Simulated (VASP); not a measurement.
An input for Ansatz (written as the equivalent of a VASP run, and not itself run):

Ansatz 0.2 input:
```yaml
crystal:
  lattice:
    - [1.7355842, -3.0061200, 0.0000000]
    - [1.7355842, 3.0061200, 0.0000000]
    - [0.0000000, 0.0000000, 6.0184415]
  atoms:
    - { symbol: Ti, position: [0.0000000, 0.0000000, 0.0000000] }
    - { symbol: Se, position: [0.3333330, 0.6666670, 0.2570712] }
    - { symbol: Se, position: [0.6666670, 0.3333330, 0.7429288] }
kpoints:
  mp_grid: { grid: [9, 9, 5] }
hamiltonian:
  xc: pbesol
  pseudopotentials: { kind: paw }
scf:
  occupations: { method: methfessel_paxton, width: 0.1 }
  max_iter: 100
relax:
  max_steps: 60
  f_tol: 0.02
  cell: {}
output: { forces: true, stress: true, eigenvalues: true }
```

Write the VASP files for the same calculation (PBEsol).

Several could match; the one computed here: 
### POSCAR
```
TiSe2
1.0
  1.7355841725  -3.0061200341   0.0000000000
  1.7355841725   3.0061200341   0.0000000000
  0.0000000000   0.0000000000   6.0184414904
Ti Se
1 2
Cart
  0.0000000000   0.0000000000   0.0000000000
  1.7355841725   1.0020420154   1.5471677648
  1.7355841725  -1.0020420154   4.4712737256
```

KPOINTS:
```
K-points
0
G
  9 9 5
0 0 0
```

### INCAR
```
SYSTEM = TiSe2
PREC = Accurate
ENCUT = 400
EDIFF = 1E-6
NELM = 100
ALGO = Normal
LREAL = .FALSE.
LASPH = .TRUE.
ISMEAR = 1
SIGMA = 0.1
GGA = PS
LMAXMIX = 4
LWAVE = .FALSE.
LCHARG = .FALSE.
IBRION = 2
ISIF = 3
NSW = 60
EDIFFG = -0.02
```

POTCAR, in this order: Ti_sv Se (PBE.64 set). Program: vasp_std.

The two are equivalent in intent, not identical: each code has its own PAW files, so the cut-off isn't converted (ENCUT is set for VASP's; basis.ecutwfc is left out, and Ansatz then takes the one that its files recommend); Ansatz stops its SCF on the density residual and VASP on the energy change (EDIFF).

The compound is TiSe2 in the 1T layered structure. This run relaxes it. Symmetry was kept, so distortions that lower it aren't found. The start is the result of an earlier pass.
